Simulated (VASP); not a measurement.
A run of VASP 6.6.1 is set up as follows.

The input INCAR:

```
PREC     = Accurate       # precision mode
ENCUT    = 600            # plane-wave cutoff, eV
EDIFF    = 1E-6           # SCF threshold, eV
ISMEAR   = 0              # smearing method
SIGMA    = 0.02           # smearing width, eV
LREAL    = F              # projectors in reciprocal space
LASPH    = T              # aspherical terms in the spheres
NELM     = 100            # most SCF steps
ALGO     = Normal         # electronic algorithm
ISIF     = 3              # what is computed and relaxed
LWAVE    = F              # write WAVECAR
LCHARG   = F              # write CHGCAR
GGA      = CA             # functional
IBRION   = 2              # ionic algorithm
NSW      = 100            # ionic steps
EDIFFG   = -0.002         # ionic threshold
```

The input KPOINTS:

```
Automatic mesh
0
Gamma
  12 12 12
```

POSCAR

```
GaAs
1.0
    0.0000000000      2.8016907860      2.8016907860
    2.8016907860      0.0000000000      2.8016907860
    2.8016907860      2.8016907860      0.0000000000
Ga As
1 1
Direct
    0.0000000000      0.0000000000      0.0000000000
    0.7500000000      0.7500000000      0.7500000000
```

Potentials or basis: VASP PAW LDA potentials, release 64 (Ga_d, As).

Launch:

```console
$ cat potpaw_LDA.64/Ga_d/POTCAR potpaw_LDA.64/As/POTCAR > POTCAR
$ mpirun -np 1 vasp_std > vasp.out
```

(1) Predict the band gap on the k mesh.

(2) Estimate the relaxed volume.

(3) Predict the space group after relaxing (to 0.05 Å).

(4) Estimate the relaxed cell.

Results:

(1) 0.50 eV, direct.

(2) 22.08 Å³/atom.

(3) F-43m (No. 216).

(4) a = 3.967 Å, b = 3.967 Å, c = 3.967 Å, α = 60.00°, β = 60.00°, γ = 60.00°.
